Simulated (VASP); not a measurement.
**Beryllium: how numerical settings change the zone-centre modes**

Aim: test the modes of Beryllium against the numerical settings. The starting structure is a measured crystal structure from the Crystallography Open Database.

Calculated with VASP 6.6.1; Kohn-Sham DFT with plane waves and PAW; LDA.

## 1. Set-up

It takes space group P6_3/mmc (No. 194, hexagonal). The conventional cell has a = 2.285 Å, b = 2.285 Å, c = 3.584 Å, α = 90.00°, β = 90.00°, γ = 120.00°. Nearest to Be lie 12 Be at 2.23 to 2.29 Å.

Coordinates:

```cif
data_structure
_symmetry_space_group_name_H-M 'P 1'
_symmetry_Int_Tables_number 1
_cell_length_a 2.2853
_cell_length_b 2.2853
_cell_length_c 3.5842
_cell_angle_alpha 90.000
_cell_angle_beta 90.000
_cell_angle_gamma 120.000
_cell_volume 16.21
loop_
_atom_site_label
_atom_site_type_symbol
_atom_site_fract_x
_atom_site_fract_y
_atom_site_fract_z
_atom_site_occupancy
Be1 Be 0.66667 0.33333 0.75000 1
Be2 Be 0.33333 0.66667 0.25000 1
```

## 2. Reference modes

The cell comes from a relaxation at this level, not shown (15.14 Å³).

INCAR reads:

```
SYSTEM = Be
PREC = Accurate
ENCUT = 450
EDIFF = 1E-08
NELM = 100
ISMEAR = 1
SIGMA = 0.15
LREAL = .FALSE.
ALGO = Normal
GGA = CA
NBANDS = 8
LORBIT = 11
LWAVE = .FALSE.
LCHARG = .FALSE.
KPAR = 4
IBRION = 8
ISIF = 2
```

POSCAR reads:

```
Be
1.0
    2.2275526839      0.0000000000      0.0000000000
   -1.1137763420      1.9291172126      0.0000000000
    0.0000000000      0.0000000000      3.5227364091
Be
2
Direct
    0.6666666667      0.3333333333      0.7500000000
    0.3333333333      0.6666666667      0.2500000000
```

KPOINTS reads:

```
Automatic mesh
0
Gamma
22 22 12
0 0 0
```

Potentials, in the order of the species: Be (LDA family, release 64).

Launch:

```sh
$ mpirun -np 4 vasp_std
```

The log of the run:

```text
[banner, memory and clock lines left out]
running    4 mpi-ranks, on    1 nodes
 distrk:  each k-point on    1 cores,    4 groups
 distr:  one band on    1 cores,    1 groups

 POSCAR found type information on POSCAR Be
 POSCAR found :  1 types and       2 ions
 LDA part: xc-table for (Slater(with rela. corr.)+CA(PZ))
 , standard interpolation
 POSCAR, INCAR and KPOINTS ok, starting setup
 FFT: planning ... GRIDC
 FFT: planning ... GRID_SOFT
 FFT: planning ... GRID
 WAVECAR not read
 entering main loop
       N       E                     dE             d eps       ncg     rms          rms(c)
DAV:   1    -0.558150775901E+01   -0.55815E+01   -0.16980E+03  6056   0.366E+02
DAV:   2    -0.846871221658E+01   -0.28872E+01   -0.28076E+01  9032   0.348E+01
DAV:   3    -0.847691695265E+01   -0.82047E-02   -0.82039E-02  6064   0.195E+00
DAV:   4    -0.847691808530E+01   -0.11327E-05   -0.11329E-05  8216   0.264E-02
DAV:   5    -0.847691808511E+01    0.18723E-09   -0.63673E-10  6080   0.120E-04    0.127E+00
DAV:   6    -0.843808019649E+01    0.38838E-01   -0.27253E-03  7384   0.375E-01    0.769E-01
DAV:   7    -0.842025211328E+01    0.17828E-01   -0.44911E-03  7904   0.469E-01    0.199E-02
DAV:   8    -0.842024313758E+01    0.89757E-05   -0.74978E-06  6232   0.262E-02    0.529E-03
DAV:   9    -0.842024213172E+01    0.10059E-05   -0.54945E-07  7760   0.617E-03    0.487E-04
DAV:  10    -0.842024212010E+01    0.11623E-07   -0.18513E-09  5328   0.374E-04    0.110E-04
DAV:  11    -0.842024211894E+01    0.11544E-08   -0.25590E-10  3024   0.130E-04
   1 F= -.84202421E+01 E0= -.84202858E+01  d E =0.131105E-03
 Linear response reoptimize wavefunctions to high precision
DAV:   1    -0.842024211887E+01    0.69392E-10   -0.36755E-12  3816   0.185E-05
 Linear response DOF=           2
 Linear response progress:
  Degree of freedom:   1/  2
       N       E                     dE             d eps       ncg     rms          rms(c)
RMM:   1    -0.727132319809E-02   -0.72713E-02   -0.28688E-03 56684   0.286E-01
RMM:   2    -0.722612181676E-02    0.45201E-04   -0.24151E-05 42282   0.243E-02    0.258E-02
RMM:   3    -0.723530608408E-02   -0.91843E-05   -0.75427E-07 42527   0.606E-03    0.154E-02
RMM:   5    -0.726996189559E-02    0.39041E-07   -0.70354E-10 43419   0.224E-04    0.123E-04
RMM:   6    -0.726991034021E-02    0.51555E-07    0.13031E-10 43746   0.877E-05    0.543E-06
RMM:   7    -0.726991131459E-02   -0.97438E-09    0.18549E-10 41386   0.331E-06    0.165E-06
 first order change of Fermi-energy   0.26457E-05
 force on displaced ion       1 direction 1 :  -3.901  -0.000   0.000
 Linear response progress:
  Degree of freedom:   2/  2
       N       E                     dE             d eps       ncg     rms          rms(c)
RMM:   1    -0.184877175247E-01   -0.18488E-01    0.26631E-02 20432   0.676E-01
RMM:   2    -0.169250399019E-01    0.15627E-02   -0.51234E-03 13601   0.675E-02    0.115E-01
RMM:   3    -0.158333312906E-01    0.10917E-02   -0.12214E-03 13506   0.930E-02    0.427E-02
RMM:   4    -0.159099028328E-01   -0.76572E-04   -0.42989E-04 13726   0.531E-02    0.405E-03
RMM:   5    -0.158786504149E-01    0.31252E-04    0.15419E-05 14332   0.301E-03    0.699E-04
RMM:   6    -0.158807037595E-01   -0.20533E-05    0.25651E-06 14132   0.506E-04    0.878E-05
RMM:   7    -0.158808162246E-01   -0.11247E-06    0.27327E-07 14703   0.327E-05    0.132E-05
RMM:   8    -0.158808282976E-01   -0.12073E-07    0.21302E-08 13600   0.532E-06    0.924E-07
RMM:   9    -0.158808299379E-01   -0.16403E-08    0.27201E-09 10833   0.594E-07    0.322E-07
 first order change of Fermi-energy   0.21333E-04
 force on displaced ion       1 direction 3 :  -0.000  -0.000  -8.379
 Linear response finished
```

Elapsed: 60 s, on 4 MPI ranks of AMD EPYC 7R43, shared host; peak memory 1.5 GiB; 3.9 min of CPU time.

Lines that name or quote the potential files are left out of all logs, and their timing lines are given in words.

OUTCAR, selected parts (step 2):

```text
ion  position               nearest neighbor table
   1  0.667  0.333  0.750-   2 2.18   2 2.18   2 2.18   2 2.18   2 2.18   2 2.18
   2  0.333  0.667  0.250-   1 2.18   1 2.18   1 2.18   1 2.18   1 2.18   1 2.18

  LATTYP: Found a hexagonal cell.
 ALAT       =     2.2275526839
 C/A-ratio  =     1.5814379766

 Subroutine GETGRP returns: Found 24 space group operations
 (whereof 12 operations were pure point group operations)

The static configuration has the point symmetry D_3d.
 The point group associated with its full space group is D_6h.

 Found    364 irreducible k-points:

   k-points           NKPTS =    364   k-points in BZ     NKDIM =    364   number of bands    NBANDS=      8

   dimension x,y,z NGX =    16 NGY =   16 NGZ =   24
   dimension x,y,z NGXF=    32 NGYF=   32 NGZF=   48

   ENCUT  =  450.0 eV  33.07 Ry    5.75 a.u.   3.85  3.85  6.09*2*pi/ulx,y,z

   NELECT =       4.0000    total number of electrons

 k-points in reciprocal lattice and weights: Automatic mesh
   0.00000000  0.00000000  0.00000000       0.000
   0.04545455 -0.00000000  0.00000000       0.001
   0.09090909 -0.00000000  0.00000000       0.001
   0.13636364 -0.00000000  0.00000000       0.001
   0.18181818  0.00000000  0.00000000       0.001
   0.22727273 -0.00000000  0.00000000       0.001
   0.27272727 -0.00000000  0.00000000       0.001
   0.31818182  0.00000000  0.00000000       0.001
   0.36363636 -0.00000000  0.00000000       0.001
[...]
0.36363636  0.27272727  0.50000000       0.001
   0.31818182  0.31818182  0.50000000       0.001

 average (electrostatic) potential at core
       1 -29.8463       2 -29.8463

  Total        0.0002111      0.0002111      0.0000681     -0.0000000      0.0000000      0.0000000
  in kB        0.0223466      0.0223466      0.0072100     -0.0000000      0.0000000      0.0000000
  external PRESSURE =       0.0173010 kB  Pullay stress =       0.0000000 kB

  energy-cutoff  :      450.00
  volume of cell :       15.14
      direct lattice vectors                 reciprocal lattice vectors
     2.227552684  0.000000000  0.000000000     0.448923165  0.259185910  0.000000000
    -1.113776342  1.929117213  0.000000000     0.000000000  0.518371820  0.000000000
     0.000000000  0.000000000  3.522736409     0.000000000  0.000000000  0.283870232

 POSITION                                       TOTAL-FORCE (eV/Angst)
 -----------------------------------------------------------------------------------
      1.11378      0.64304      2.64205        -0.000000      0.000000      0.000000
     -0.00000      1.28608      0.88068         0.000000     -0.000000      0.000000
 -----------------------------------------------------------------------------------
    total drift:                                0.000000     -0.000000      0.000000

 Eigenvectors and eigenvalues of the dynamical matrix
 ----------------------------------------------------

   1 f  =   21.316848 THz   133.937704 2PiTHz  711.053499 cm-1    88.159358 meV
             X         Y         Z           dx          dy          dz
      1.113776  0.643039  2.642052     0.000000    0.000000   -0.707107
     -0.000000  1.286078  0.880684     0.000000    0.000000    0.707107

   2 f  =   14.544292 THz    91.384484 2PiTHz  485.145370 cm-1    60.150333 meV
             X         Y         Z           dx          dy          dz
      1.113776  0.643039  2.642052    -0.206178    0.676380    0.000000
     -0.000000  1.286078  0.880684     0.206178   -0.676380    0.000000

   3 f  =   14.544292 THz    91.384484 2PiTHz  485.145370 cm-1    60.150333 meV
             X         Y         Z           dx          dy          dz
      1.113776  0.643039  2.642052    -0.676380   -0.206178   -0.000000
     -0.000000  1.286078  0.880684     0.676380    0.206178    0.000000

   4 f  =    0.000000 THz     0.000001 2PiTHz    0.000007 cm-1     0.000001 meV
             X         Y         Z           dx          dy          dz
      1.113776  0.643039  2.642052     0.178718   -0.684149   -0.000000
     -0.000000  1.286078  0.880684     0.178718   -0.684149    0.000000

   5 f  =    0.000000 THz     0.000001 2PiTHz    0.000004 cm-1     0.000001 meV
             X         Y         Z           dx          dy          dz
      1.113776  0.643039  2.642052    -0.684149   -0.178718   -0.000000
     -0.000000  1.286078  0.880684    -0.684149   -0.178718    0.000000

   6 f  =    0.000000 THz     0.000000 2PiTHz    0.000000 cm-1     0.000000 meV
             X         Y         Z           dx          dy          dz
      1.113776  0.643039  2.642052     0.000000   -0.000000    0.707107
     -0.000000  1.286078  0.880684     0.000000    0.000000    0.707107

 ELASTIC MODULI CONTR FROM IONIC RELAXATION (kBar)
 Direction    XX          YY          ZZ          XY          YZ          ZX
 --------------------------------------------------------------------------------
 XX        -145.5425    145.5425     -0.0000      0.0000      0.0000      0.0000
 YY         145.5425   -145.5425      0.0000      0.0000     -0.0000     -0.0000
 ZZ          -0.0000      0.0000     -0.0000      0.0000      0.0000      0.0000
 XY           0.0000      0.0000      0.0000   -145.5425      0.0000      0.0000
 YZ           0.0000     -0.0000      0.0000      0.0000     -0.0000     -0.0000
 ZX           0.0000     -0.0000      0.0000      0.0000     -0.0000     -0.0000
 --------------------------------------------------------------------------------
```

The log as kept lacks single lines of electronic cycles.

Energies printed during the response cycles are not total energies of the cell.

Reference: the zone-centre modes are B1g 711.1, E2g 485.1 cm⁻¹.

## 3. Modes with a 12×12×7 mesh

Against step 2 the input has a 12×12×7 mesh.

INCAR is that of step 2.

POSCAR is that of step 2.

KPOINTS reads:

```
Automatic mesh
0
Gamma
12 12 7
0 0 0
```

Launch:

```sh
$ mpirun -np 4 vasp_std
```

The log of the run:

```text
[... set-up lines as in an earlier step ...]
 entering main loop
       N       E                     dE             d eps       ncg     rms          rms(c)
DAV:   1    -0.571850570981E+01   -0.57185E+01   -0.16470E+03  1264   0.363E+02
DAV:   2    -0.847675395907E+01   -0.27582E+01   -0.27345E+01  1848   0.343E+01
DAV:   3    -0.848547435721E+01   -0.87204E-02   -0.87204E-02  1256   0.194E+00
DAV:   4    -0.848547670718E+01   -0.23500E-05   -0.23505E-05  1728   0.291E-02
[...]
DAV:   9    -0.842893001075E+01    0.10189E-05   -0.55181E-07  1616   0.620E-03    0.482E-04
DAV:  10    -0.842892999916E+01    0.11593E-07   -0.18853E-09  1088   0.377E-04    0.109E-04
DAV:  11    -0.842892999751E+01    0.16461E-08   -0.26322E-10   624   0.131E-04
   1 F= -.84289300E+01 E0= -.84287743E+01  d E =-.467220E-03
 Linear response reoptimize wavefunctions to high precision
DAV:   1    -0.842892999744E+01    0.67530E-10   -0.38271E-12   864   0.189E-05
 Linear response DOF=           2
 Linear response progress:
  Degree of freedom:   1/  2
[...]
RMM:   7    -0.725865074703E-02   -0.13547E-08    0.56852E-11  7082   0.325E-06    0.170E-06
 first order change of Fermi-energy   0.63246E-06
 force on displaced ion       1 direction 1 :  -3.877   0.002   0.000
 Linear response progress:
  Degree of freedom:   2/  2
       N       E                     dE             d eps       ncg     rms          rms(c)
RMM:   1    -0.163422480132E-01   -0.16342E-01    0.48794E-02  3916   0.678E-01
RMM:   2    -0.164872385962E-01   -0.14499E-03   -0.81295E-05  2700   0.614E-02    0.116E-01
RMM:   3    -0.157848558618E-01    0.70238E-03   -0.38176E-04  2695   0.939E-02    0.428E-02
RMM:   4    -0.159106232587E-01   -0.12577E-03   -0.12024E-04  2731   0.530E-02    0.406E-03
RMM:   5    -0.159117927637E-01   -0.11695E-05   -0.13129E-07  2830   0.300E-03    0.707E-04
RMM:   6    -0.159125232727E-01   -0.73051E-06   -0.24334E-09  2776   0.513E-04    0.875E-05
RMM:   7    -0.159124042753E-01    0.11900E-06    0.38179E-10  2881   0.316E-05    0.136E-05
RMM:   8    -0.159123922139E-01    0.12061E-07    0.10152E-09  2693   0.551E-06    0.937E-07
RMM:   9    -0.159123911279E-01    0.10859E-08    0.61633E-11  2174   0.621E-07    0.327E-07
 first order change of Fermi-energy   0.46112E-04
 force on displaced ion       1 direction 3 :  -0.000  -0.000  -8.247
 Linear response finished
```

It took 9.2 s on 4 MPI ranks; peak memory 0.51 GiB; 34 s of CPU time.

From OUTCAR (step 3):

```text
  Total        0.0293794      0.0293794     -0.0707749     -0.0000000     -0.0000000      0.0000000
  in kB        3.1094772      3.1094772     -7.4907114     -0.0000000     -0.0000000      0.0000000
  external PRESSURE =      -0.4239190 kB  Pullay stress =       0.0000000 kB

[... 2 parts as in an earlier step ...]

[... 1 further part left out ...]
```

With a 12×12×7 mesh the modes are B1g 705.4, E2g 483.7 cm⁻¹; the largest shift is -5.7 cm⁻¹, in B1g, from the reference.

## 4. Modes with a cutoff of 250 eV

Against step 2 the input has ENCUT = 250.

Edit INCAR of step 3 so:

```diff
@@ -2,3 +2,3 @@
 PREC = Accurate
-ENCUT = 450
+ENCUT = 250
 EDIFF = 1E-08
```

POSCAR is that of step 3.

KPOINTS reads:

```
Automatic mesh
0
Gamma
22 22 12
0 0 0
```

Launch:

```sh
$ mpirun -np 4 vasp_std
```

The log of the run:

```text
[... set-up lines as in an earlier step ...]
 entering main loop
       N       E                     dE             d eps       ncg     rms          rms(c)
DAV:   1    -0.749711600063E+01   -0.74971E+01   -0.12083E+03  6864   0.227E+02
DAV:   2    -0.846781484138E+01   -0.97070E+00   -0.94643E+00  8512   0.180E+01
DAV:   3    -0.846952557880E+01   -0.17107E-02   -0.17106E-02  6216   0.727E-01
DAV:   4    -0.846952569531E+01   -0.11651E-06   -0.11667E-06  7816   0.612E-03
[...]
DAV:   9    -0.841312256476E+01    0.18973E-05   -0.46176E-07  7816   0.517E-03    0.430E-04
DAV:  10    -0.841312249399E+01    0.70769E-07   -0.14560E-09  4648   0.288E-04    0.983E-05
DAV:  11    -0.841312248993E+01    0.40638E-08   -0.17863E-10  3000   0.957E-05
   1 F= -.84131225E+01 E0= -.84131666E+01  d E =0.132473E-03
 Linear response reoptimize wavefunctions to high precision
DAV:   1    -0.841312248680E+01    0.31335E-08   -0.15278E-12  3672   0.105E-05
DAV:   2    -0.841312248680E+01    0.00000E+00   -0.17102E-15  2920   0.106E-06
 Linear response DOF=           2
 Linear response progress:
[...]
RMM:   6    -0.726606345274E-02   -0.10471E-07    0.16966E-10 43896   0.745E-05    0.128E-05
RMM:   7    -0.726606869345E-02   -0.52407E-08   -0.30684E-12 41521   0.535E-06    0.286E-06
 first order change of Fermi-energy   0.24916E-05
 force on displaced ion       1 direction 1 :  -3.885  -0.000   0.000
 Linear response progress:
  Degree of freedom:   2/  2
       N       E                     dE             d eps       ncg     rms          rms(c)
RMM:   1    -0.177227831975E-01   -0.17723E-01    0.34274E-02 20435   0.660E-01
RMM:   2    -0.172415476639E-01    0.48124E-03   -0.83410E-03 13602   0.557E-02    0.115E-01
RMM:   3    -0.158446778031E-01    0.13969E-02   -0.14252E-03 13488   0.905E-02    0.427E-02
RMM:   4    -0.158988794652E-01   -0.54202E-04   -0.44789E-04 13691   0.519E-02    0.393E-03
RMM:   5    -0.158650431604E-01    0.33836E-04    0.19342E-05 14221   0.243E-03    0.703E-04
RMM:   6    -0.158674743209E-01   -0.24312E-05    0.27857E-06 14123   0.389E-04    0.938E-05
RMM:   7    -0.158676319700E-01   -0.15765E-06    0.26288E-07 14679   0.235E-05    0.144E-05
RMM:   8    -0.158676299188E-01    0.20512E-08    0.13931E-08 13309   0.521E-06    0.972E-07
 first order change of Fermi-energy   0.21288E-04
 force on displaced ion       1 direction 3 :   0.000   0.000  -8.360
 Linear response finished
```

Run time: 20 s. Hardware: 4 MPI ranks; peak memory 0.8 GiB; 77 s of CPU time.

Parts of OUTCAR (step 4):

```text
  Total       -0.0290386     -0.0290386     -0.0290497      0.0000000      0.0000000      0.0000000
  in kB       -3.0734000     -3.0734000     -3.0745822      0.0000000      0.0000000      0.0000000
  external PRESSURE =      -3.0737941 kB  Pullay stress =       0.0000000 kB

 POSITION                                       TOTAL-FORCE (eV/Angst)
 -----------------------------------------------------------------------------------
      1.11378      0.64304      2.64205         0.000000      0.000000      0.000000
     -0.00000      1.28608      0.88068        -0.000000      0.000000      0.000000
 -----------------------------------------------------------------------------------
    total drift:                                0.000000     -0.000000      0.000000

[... 1 part as in an earlier step ...]

[... 1 further part left out ...]
```

With a cutoff of 250 eV the modes are B1g 710.2, E2g 484.1 cm⁻¹; the largest shift is -1.0 cm⁻¹, in E2g, from the reference.

## 5. Modes with a 30×30×16 mesh

Against step 2 the input has a 30×30×16 mesh.

Edit INCAR of step 4 so:

```diff
@@ -2,3 +2,3 @@
 PREC = Accurate
-ENCUT = 250
+ENCUT = 450
 EDIFF = 1E-08
```

POSCAR is that of step 4.

KPOINTS reads:

```
Automatic mesh
0
Gamma
30 30 16
0 0 0
```

Launch:

```sh
$ mpirun -np 4 vasp_std
```

The log of the run:

```text
[... set-up lines as in an earlier step ...]
 entering main loop
       N       E                     dE             d eps       ncg     rms          rms(c)
DAV:   1    -0.568926371723E+01   -0.56893E+01   -0.17068E+03 13824   0.369E+02
DAV:   2    -0.846907498416E+01   -0.27798E+01   -0.27237E+01 20288   0.346E+01
DAV:   3    -0.847704485172E+01   -0.79699E-02   -0.79606E-02 13536   0.188E+00
DAV:   4    -0.847704612262E+01   -0.12709E-05   -0.12717E-05 18600   0.259E-02
[...]
DAV:   9    -0.842037092095E+01    0.10223E-05   -0.55518E-07 17632   0.621E-03    0.487E-04
DAV:  10    -0.842037090949E+01    0.11457E-07   -0.18880E-09 11832   0.378E-04    0.110E-04
DAV:  11    -0.842037090771E+01    0.17769E-08   -0.25928E-10  6880   0.130E-04
   1 F= -.84203709E+01 E0= -.84204370E+01  d E =0.198172E-03
 Linear response reoptimize wavefunctions to high precision
DAV:   1    -0.842037090764E+01    0.69022E-10   -0.37447E-12  8920   0.186E-05
 Linear response DOF=           2
 Linear response progress:
  Degree of freedom:   1/  2
[...]
RMM:   6    -0.726919876244E-02    0.51220E-07    0.15902E-10104453   0.876E-05    0.537E-06
RMM:   7    -0.726919980790E-02   -0.10455E-08   -0.10233E-11 99159   0.325E-06    0.167E-06
 first order change of Fermi-energy   0.14225E-05
 force on displaced ion       1 direction 1 :  -3.902   0.000   0.000
 Linear response progress:
  Degree of freedom:   2/  2
       N       E                     dE             d eps       ncg     rms          rms(c)
RMM:   1    -0.178974823732E-01   -0.17897E-01    0.32452E-02 48905   0.676E-01
RMM:   2    -0.167993070010E-01    0.10982E-02   -0.38973E-03 32394   0.653E-02    0.115E-01
RMM:   3    -0.158014723872E-01    0.99783E-03   -0.10237E-03 32222   0.933E-02    0.428E-02
RMM:   4    -0.158895208289E-01   -0.88048E-04   -0.35368E-04 32700   0.531E-02    0.408E-03
RMM:   5    -0.158662858932E-01    0.23235E-04    0.11197E-05 34183   0.302E-03    0.693E-04
RMM:   6    -0.158679636625E-01   -0.16778E-05    0.18822E-06 33747   0.499E-04    0.886E-05
RMM:   7    -0.158680138122E-01   -0.50150E-07    0.21154E-07 35180   0.330E-05    0.131E-05
RMM:   8    -0.158680191879E-01   -0.53757E-08    0.48613E-08 32625   0.528E-06    0.911E-07
 first order change of Fermi-energy   0.24207E-04
 force on displaced ion       1 direction 3 :   0.000   0.000  -8.346
 Linear response finished
```

Elapsed: 1.7 min, on 4 MPI ranks; peak memory 3.1 GiB; 6.7 min of CPU time.

Parts of OUTCAR (step 5):

```text
  Total        0.0515014      0.0515014     -0.0902129     -0.0000000      0.0000000      0.0000000
  in kB        5.4508302      5.4508302     -9.5479980     -0.0000000      0.0000000      0.0000000
  external PRESSURE =       0.4512208 kB  Pullay stress =       0.0000000 kB

 POSITION                                       TOTAL-FORCE (eV/Angst)
 -----------------------------------------------------------------------------------
      1.11378      0.64304      2.64205         0.000000      0.000000      0.000000
     -0.00000      1.28608      0.88068        -0.000000     -0.000000      0.000000
 -----------------------------------------------------------------------------------
    total drift:                                0.000000     -0.000000      0.000000

[... 1 part as in an earlier step ...]

[... 1 further part left out ...]
```

With a 30×30×16 mesh the modes are B1g 709.7, E2g 485.2 cm⁻¹; the largest shift is -1.4 cm⁻¹, in B1g, from the reference.

(Continued in part 2 of 2.)

[Lines on the potential files, build, host, timing and source positions are cut from VASP's logs without a mark.]

[Logs are printed without paths, hosts, clocks, repeated set-up lines and the standing remarks that a program may print on its own settings, such as how far it seeks lower states.]

[Hosts, paths, dates, database ids (printed as entryN), source tags and the programs' standing remarks are cut or masked in the printed files.]
